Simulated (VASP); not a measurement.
Here is the system:

```
CELL_PARAMETERS angstrom
      1.85124    -3.20403     0.00000
      1.85124     3.20403     0.00000
      0.00000     0.00000     5.88262
ATOMIC_POSITIONS crystal
  Y  0.33333 0.66667 0.25000
  Y  0.68496 0.35162 0.75000
```

The numbers are results of revPBE GGA, VASP's PBE PAW potentials (set 64) (plane waves; VASP), not measurements. Numerical set-up: 400 eV cut-off, 10×10×6 Γ-centred mesh, first-order Methfessel-Paxton smearing of 0.10 eV, potentials Y_sv.

Question: Give the force on each atom (eV/Å).

Answer: 
```json
[
 {"atom": "Y1", "Fx": "0.079", "Fy": "-0.004", "Fz": "0.000"},
 {"atom": "Y2", "Fx": "-0.079", "Fy": "0.004", "Fz": "0.000"}
]
```

Question: Give the stress tensor in GPa (positive for a compressed cell).

Answer: 
```
-0.90  -0.18   0.00
-0.18  -0.87   0.00
 0.00   0.00  -2.42
```
The pressure is its mean diagonal, -1.39 GPa.

The compound is Y in the hcp structure. The cell was not relaxed at this level, atoms are displaced from their ideal sites. The run is one of a series of settings (GGA = RE against the base run), some of them coarse on purpose.
